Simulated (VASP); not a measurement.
These are PBE GGA, VASP's PBE PAW potentials (set 64) (plane waves; VASP) values and carry that method's errors.

VASP ran on this input.

POSCAR:
```
TiAl
1
    2.8300000000     0.0000000000     0.0000000000
    0.0000000000     2.8300000000     0.0000000000
    0.0000000000     0.0000000000     4.0700000000
Ti Al
1 1
Direct
  0.0000000000   0.0000000000   0.0000000000
  0.5000000000   0.5000000000   0.5000000000
```

### INCAR
```
! general
SYSTEM   =  TiAl
PREC     =  Accurate
ENCUT    =  400
LREAL    =  F
LASPH    =  T

! electronic loop
EDIFF    =  1E-6
NELM     =  100
ALGO     =  Normal
IMIX     =  1
AMIX     =  1.0
BMIX     =  0.0001
LMAXMIX  =  4

! smearing
ISMEAR   =  1
SIGMA    =  0.1

! functional
GGA      =  PE

! ions
ISIF     =  2

! output
LWAVE    =  F
LCHARG   =  F
```

KPOINTS:
```
Automatic mesh
0
gamma
 12 12 8
0 0 0
```

POTCAR, in this order: Ti_sv Al (PBE.64 set). Program: vasp_std.

Output of the run:

File OSZICAR:
```
...
DAV:  12    -0.132716237602E+04   -0.48360E+03   -0.22080E+04  5030   0.855E+02    0.239E+02
DAV:  13    -0.821635935368E+03    0.50553E+03   -0.13004E+04  4405   0.745E+02    0.241E+02
DAV:  14    -0.132738497414E+04   -0.50575E+03   -0.22014E+04  4909   0.856E+02    0.241E+02
DAV:  15    -0.818586874241E+03    0.50880E+03   -0.12997E+04  4366   0.750E+02    0.241E+02
DAV:  16    -0.131481041257E+04   -0.49622E+03   -0.21845E+04  4854   0.868E+02    0.239E+02
DAV:  17    -0.799384046243E+03    0.51543E+03   -0.12675E+04  4355   0.739E+02    0.240E+02
DAV:  18    -0.130340402696E+04   -0.50402E+03   -0.21664E+04  4923   0.877E+02    0.239E+02
DAV:  19    -0.807468199976E+03    0.49594E+03   -0.12844E+04  4339   0.751E+02    0.238E+02
DAV:  20    -0.130680169730E+04   -0.49933E+03   -0.21754E+04  4846   0.877E+02    0.239E+02
DAV:  21    -0.805127131367E+03    0.50167E+03   -0.12796E+04  4406   0.741E+02    0.240E+02
DAV:  22    -0.132043862372E+04   -0.51531E+03   -0.21997E+04  4835   0.871E+02    0.240E+02
DAV:  23    -0.798302300192E+03    0.52214E+03   -0.12675E+04  4364   0.733E+02    0.239E+02
DAV:  24    -0.131564906282E+04   -0.51735E+03   -0.21927E+04  4823   0.886E+02    0.239E+02
DAV:  25    -0.807045595690E+03    0.50860E+03   -0.12842E+04  4362   0.747E+02    0.238E+02
DAV:  26    -0.132221143364E+04   -0.51517E+03   -0.21905E+04  4848   0.872E+02    0.239E+02
DAV:  27    -0.810037970686E+03    0.51217E+03   -0.12826E+04  4417   0.735E+02    0.242E+02
DAV:  28    -0.133329105374E+04   -0.52325E+03   -0.22221E+04  4835   0.858E+02    0.240E+02
DAV:  29    -0.799556806951E+03    0.53373E+03   -0.12729E+04  4327   0.739E+02    0.237E+02
DAV:  30    -0.131090762285E+04   -0.51135E+03   -0.21781E+04  4799   0.881E+02    0.238E+02
DAV:  31    -0.802095066373E+03    0.50881E+03   -0.12769E+04  4370   0.743E+02    0.239E+02
DAV:  32    -0.131533741023E+04   -0.51324E+03   -0.21865E+04  4859   0.876E+02    0.238E+02
DAV:  33    -0.807061222547E+03    0.50828E+03   -0.12821E+04  4391   0.741E+02    0.238E+02
DAV:  34    -0.133444707181E+04   -0.52739E+03   -0.22188E+04  4883   0.869E+02    0.241E+02
DAV:  35    -0.807747613533E+03    0.52670E+03   -0.12799E+04  4391   0.734E+02    0.241E+02
DAV:  36    -0.132528216094E+04   -0.51753E+03   -0.22113E+04  4881   0.868E+02    0.240E+02
DAV:  37    -0.799741467894E+03    0.52554E+03   -0.12733E+04  4361   0.742E+02    0.239E+02
DAV:  38    -0.131833662961E+04   -0.51860E+03   -0.22018E+04  4826   0.881E+02    0.238E+02
DAV:  39    -0.802363130637E+03    0.51597E+03   -0.12721E+04  4394   0.737E+02    0.239E+02
DAV:  40    -0.132238206396E+04   -0.52002E+03   -0.22023E+04  4773   0.868E+02    0.238E+02
DAV:  41    -0.801114083411E+03    0.52127E+03   -0.12718E+04  4384   0.741E+02    0.238E+02
DAV:  42    -0.132777222460E+04   -0.52666E+03   -0.22133E+04  4841   0.867E+02    0.237E+02
DAV:  43    -0.793406069863E+03    0.53437E+03   -0.12604E+04  4360   0.739E+02    0.236E+02
DAV:  44    -0.130899829883E+04   -0.51559E+03   -0.21809E+04  4782   0.882E+02    0.236E+02
DAV:  45    -0.798381621410E+03    0.51062E+03   -0.12698E+04  4359   0.736E+02    0.237E+02
DAV:  46    -0.130750881766E+04   -0.50913E+03   -0.21771E+04  4780   0.877E+02    0.236E+02
DAV:  47    -0.797848392015E+03    0.50966E+03   -0.12659E+04  4386   0.735E+02    0.236E+02
DAV:  48    -0.132193019841E+04   -0.52408E+03   -0.22001E+04  4741   0.876E+02    0.237E+02
DAV:  49    -0.798154369188E+03    0.52378E+03   -0.12703E+04  4359   0.738E+02    0.237E+02
DAV:  50    -0.131108580317E+04   -0.51293E+03   -0.21836E+04  4827   0.878E+02    0.237E+02
DAV:  51    -0.796857632300E+03    0.51423E+03   -0.12655E+04  4381   0.736E+02    0.237E+02
DAV:  52    -0.131650917420E+04   -0.51965E+03   -0.21981E+04  4870   0.880E+02    0.237E+02
DAV:  53    -0.802844547214E+03    0.51366E+03   -0.12753E+04  4396   0.739E+02    0.237E+02
DAV:  54    -0.131821224260E+04   -0.51537E+03   -0.22036E+04  4862   0.867E+02    0.237E+02
DAV:  55    -0.795792265609E+03    0.52242E+03   -0.12665E+04  4346   0.742E+02    0.238E+02
DAV:  56    -0.130608576062E+04   -0.51029E+03   -0.21715E+04  4753   0.886E+02    0.236E+02
DAV:  57    -0.798164106874E+03    0.50792E+03   -0.12695E+04  4316   0.741E+02    0.237E+02
DAV:  58    -0.130847390067E+04   -0.51031E+03   -0.21783E+04  4806   0.884E+02    0.238E+02
DAV:  59    -0.795346397179E+03    0.51313E+03   -0.12654E+04  4335   0.745E+02    0.236E+02
DAV:  60    -0.130757861705E+04   -0.51223E+03   -0.21758E+04  4727   0.882E+02    0.235E+02
DAV:  61    -0.799534575977E+03    0.50804E+03   -0.12702E+04  4387   0.741E+02    0.239E+02
DAV:  62    -0.132689236967E+04   -0.52736E+03   -0.22168E+04  4837   0.879E+02    0.241E+02
DAV:  63    -0.804945293401E+03    0.52195E+03   -0.12763E+04  4398   0.740E+02    0.239E+02
DAV:  64    -0.132402381147E+04   -0.51908E+03   -0.22009E+04  4789   0.867E+02    0.238E+02
DAV:  65    -0.799838475683E+03    0.52419E+03   -0.12715E+04  4369   0.740E+02    0.237E+02
DAV:  66    -0.131217098227E+04   -0.51233E+03   -0.21794E+04  4791   0.873E+02    0.237E+02
DAV:  67    -0.802011605017E+03    0.51016E+03   -0.12757E+04  4361   0.743E+02    0.238E+02
DAV:  68    -0.132377863945E+04   -0.52177E+03   -0.22011E+04  4836   0.876E+02    0.237E+02
DAV:  69    -0.800317294223E+03    0.52346E+03   -0.12704E+04  4371   0.738E+02    0.236E+02
DAV:  70    -0.131388512186E+04   -0.51357E+03   -0.21855E+04  4845   0.882E+02    0.238E+02
DAV:  71    -0.804802737580E+03    0.50908E+03   -0.12780E+04  4353   0.745E+02    0.237E+02
DAV:  72    -0.131083144604E+04   -0.50603E+03   -0.21812E+04  4909   0.876E+02    0.240E+02
DAV:  73    -0.809891578489E+03    0.50094E+03   -0.12833E+04  4390   0.738E+02    0.242E+02
DAV:  74    -0.132894016217E+04   -0.51905E+03   -0.22227E+04  4835   0.860E+02    0.238E+02
DAV:  75    -0.796416712914E+03    0.53252E+03   -0.12637E+04  4407   0.738E+02    0.238E+02
DAV:  76    -0.131507235429E+04   -0.51866E+03   -0.21829E+04  4779   0.874E+02    0.237E+02
DAV:  77    -0.794746522551E+03    0.52033E+03   -0.12658E+04  4351   0.738E+02    0.236E+02
DAV:  78    -0.130971920223E+04   -0.51497E+03   -0.21857E+04  4842   0.884E+02    0.237E+02
DAV:  79    -0.804075989655E+03    0.50564E+03   -0.12774E+04  4367   0.742E+02    0.239E+02
DAV:  80    -0.132830187365E+04   -0.52423E+03   -0.22126E+04  4869   0.860E+02    0.241E+02
DAV:  81    -0.802604767954E+03    0.52570E+03   -0.12754E+04  4387   0.738E+02    0.238E+02
DAV:  82    -0.131246123773E+04   -0.50986E+03   -0.21884E+04  4876   0.879E+02    0.238E+02
DAV:  83    -0.805123529321E+03    0.50734E+03   -0.12781E+04  4397   0.739E+02    0.238E+02
DAV:  84    -0.131967506119E+04   -0.51455E+03   -0.21968E+04  4738   0.872E+02    0.234E+02
DAV:  85    -0.796308272112E+03    0.52337E+03   -0.12668E+04  4349   0.741E+02    0.234E+02
DAV:  86    -0.131149918824E+04   -0.51519E+03   -0.21881E+04  4743   0.873E+02    0.237E+02
DAV:  87    -0.799321581035E+03    0.51218E+03   -0.12731E+04  4325   0.742E+02    0.236E+02
DAV:  88    -0.130456648418E+04   -0.50524E+03   -0.21774E+04  4799   0.881E+02    0.236E+02
DAV:  89    -0.799723287652E+03    0.50484E+03   -0.12706E+04  4387   0.741E+02    0.238E+02
DAV:  90    -0.131881517783E+04   -0.51909E+03   -0.22013E+04  4780   0.878E+02    0.238E+02
DAV:  91    -0.800199329460E+03    0.51862E+03   -0.12716E+04  4368   0.739E+02    0.237E+02
DAV:  92    -0.131857980102E+04   -0.51838E+03   -0.21923E+04  4813   0.873E+02    0.238E+02
DAV:  93    -0.797624728656E+03    0.52096E+03   -0.12679E+04  4365   0.741E+02    0.239E+02
DAV:  94    -0.131145160525E+04   -0.51383E+03   -0.21800E+04  4764   0.884E+02    0.239E+02
DAV:  95    -0.805781468732E+03    0.50567E+03   -0.12808E+04  4388   0.745E+02    0.238E+02
DAV:  96    -0.131908765328E+04   -0.51331E+03   -0.21964E+04  4826   0.874E+02    0.239E+02
DAV:  97    -0.802244758436E+03    0.51684E+03   -0.12760E+04  4332   0.742E+02    0.237E+02
DAV:  98    -0.130813807556E+04   -0.50589E+03   -0.21754E+04  4757   0.881E+02    0.235E+02
DAV:  99    -0.800646599569E+03    0.50749E+03   -0.12714E+04  4399   0.739E+02    0.236E+02
DAV: 100    -0.131836886964E+04   -0.51772E+03   -0.21983E+04  4804   0.874E+02
   1 F= -.13183689E+04 E0= -.13183686E+04  d E =-.740446E-03
```

File OUTCAR:
```
------------------------ aborting loop EDIFF was not reached (unconverged)  ----------------------------
  FORCE on cell =-STRESS in cart. coord.  units (eV):
  Direction    XX          YY          ZZ          XY          YZ          ZX
  --------------------------------------------------------------------------------------
  Total      996.0121137    996.0121137    969.8150443      0.0000000      0.0000000      0.0000000
  in kB    48956.2250507  48956.2250507  47668.5804438      0.0000000      0.0000000      0.0000000
  external PRESSURE =   48527.0101818 kB  Pullay stress =       0.0000000 kB
  volume of cell :       32.60
      direct lattice vectors                 reciprocal lattice vectors
     2.830000000  0.000000000  0.000000000     0.353356890  0.000000000  0.000000000
     0.000000000  2.830000000  0.000000000     0.000000000  0.353356890  0.000000000
     0.000000000  0.000000000  4.070000000     0.000000000  0.000000000  0.245700246
 POSITION                                       TOTAL-FORCE (eV/Angst)
 -----------------------------------------------------------------------------------
      0.00000      0.00000      0.00000         0.000000      0.000000      0.000000
      1.41500      1.41500      2.03500         0.000000      0.000000      0.000000
 -----------------------------------------------------------------------------------
    total drift:                                0.000000     -0.000000     -0.000000
  FREE ENERGIE OF THE ION-ELECTRON SYSTEM (eV)
  ---------------------------------------------------
  free  energy   TOTEN  =     -1318.3688696417 eV

  energy  without entropy=    -1318.3681291959  energy(sigma->0) =    -1318.36862283
```
(Selected blocks of OUTCAR.)

**stdout**
```
...
DAV:  81    -0.802604767954E+03    0.52570E+03   -0.12754E+04  4387   0.738E+02    0.238E+02
DAV:  82    -0.131246123773E+04   -0.50986E+03   -0.21884E+04  4876   0.879E+02    0.238E+02
DAV:  83    -0.805123529321E+03    0.50734E+03   -0.12781E+04  4397   0.739E+02    0.238E+02
DAV:  84    -0.131967506119E+04   -0.51455E+03   -0.21968E+04  4738   0.872E+02    0.234E+02
DAV:  85    -0.796308272112E+03    0.52337E+03   -0.12668E+04  4349   0.741E+02    0.234E+02
DAV:  86    -0.131149918824E+04   -0.51519E+03   -0.21881E+04  4743   0.873E+02    0.237E+02
DAV:  87    -0.799321581035E+03    0.51218E+03   -0.12731E+04  4325   0.742E+02    0.236E+02
DAV:  88    -0.130456648418E+04   -0.50524E+03   -0.21774E+04  4799   0.881E+02    0.236E+02
DAV:  89    -0.799723287652E+03    0.50484E+03   -0.12706E+04  4387   0.741E+02    0.238E+02
DAV:  90    -0.131881517783E+04   -0.51909E+03   -0.22013E+04  4780   0.878E+02    0.238E+02
DAV:  91    -0.800199329460E+03    0.51862E+03   -0.12716E+04  4368   0.739E+02    0.237E+02
DAV:  92    -0.131857980102E+04   -0.51838E+03   -0.21923E+04  4813   0.873E+02    0.238E+02
DAV:  93    -0.797624728656E+03    0.52096E+03   -0.12679E+04  4365   0.741E+02    0.239E+02
DAV:  94    -0.131145160525E+04   -0.51383E+03   -0.21800E+04  4764   0.884E+02    0.239E+02
DAV:  95    -0.805781468732E+03    0.50567E+03   -0.12808E+04  4388   0.745E+02    0.238E+02
DAV:  96    -0.131908765328E+04   -0.51331E+03   -0.21964E+04  4826   0.874E+02    0.239E+02
DAV:  97    -0.802244758436E+03    0.51684E+03   -0.12760E+04  4332   0.742E+02    0.237E+02
DAV:  98    -0.130813807556E+04   -0.50589E+03   -0.21754E+04  4757   0.881E+02    0.235E+02
DAV:  99    -0.800646599569E+03    0.50749E+03   -0.12714E+04  4399   0.739E+02    0.236E+02
DAV: 100    -0.131836886964E+04   -0.51772E+03   -0.21983E+04  4804   0.874E+02

 -----------------------------------------------------------------------------
|                                                                             |
|           W    W    AA    RRRRR   N    N  II  N    N   GGGG   !!!           |
|           W    W   A  A   R    R  NN   N  II  NN   N  G    G  !!!           |
|           W    W  A    A  R    R  N N  N  II  N N  N  G       !!!           |
|           W WW W  AAAAAA  RRRRR   N  N N  II  N  N N  G  GGG   !            |
|           WW  WW  A    A  R   R   N   NN  II  N   NN  G    G                |
|           W    W  A    A  R    R  N    N  II  N    N   GGGG   !!!           |
|                                                                             |
|     The electronic self-consistency was not achieved in the given           |
|     number of steps (NELM). The forces and other quantities evaluated       |
|     might not be reliable so examine the results carefully. If you find     |
|     spurious results, we suggest increasing NELM, if you were close to      |
|     convergence or switching to a different ALGO or adjusting the           |
|     density mixing parameters otherwise.                                    |
|                                                                             |
 -----------------------------------------------------------------------------

   1 F= -.13183689E+04 E0= -.13183686E+04  d E =-.740446E-03
```

The run did not converge; its last values are not results.

The compound is TiAl in the L1_0 structure. The cell was not relaxed at this level. The run is one of a series of settings (AMIX = 1.0, BMIX = 0.0001, IMIX = 1 against the base run), some of them coarse on purpose. The electron count is odd and the run is not spin-polarised, which forces a metal.
